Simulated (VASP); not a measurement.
Data:

```yaml
crystal:
  lattice:
    - [1.65500, -2.86654, 0.00000]
    - [1.65500, 2.86654, 0.00000]
    - [0.00000, 0.00000, 5.27000]
  atoms:
    - { symbol: Sc, position: [0.33333, 0.66667, 0.25000] }
    - { symbol: Sc, position: [0.66667, 0.33333, 0.75000] }
```

Calculation: PBE GGA, VASP's PBE PAW potentials (set 64) (plane waves; VASP). Settings: 400 eV cut-off, 11×11×6 Γ-centred mesh, first-order Methfessel-Paxton smearing of 0.10 eV, potentials Sc_sv.

### Question
Give the stress tensor in GPa (positive for a compressed cell).

### Answer

```
-0.26   0.00   0.00
 0.00  -0.26   0.00
 0.00   0.00  -1.99
```
The pressure is its mean diagonal, -0.84 GPa.

The compound is Sc in the hcp structure. The cell was not relaxed at this level.
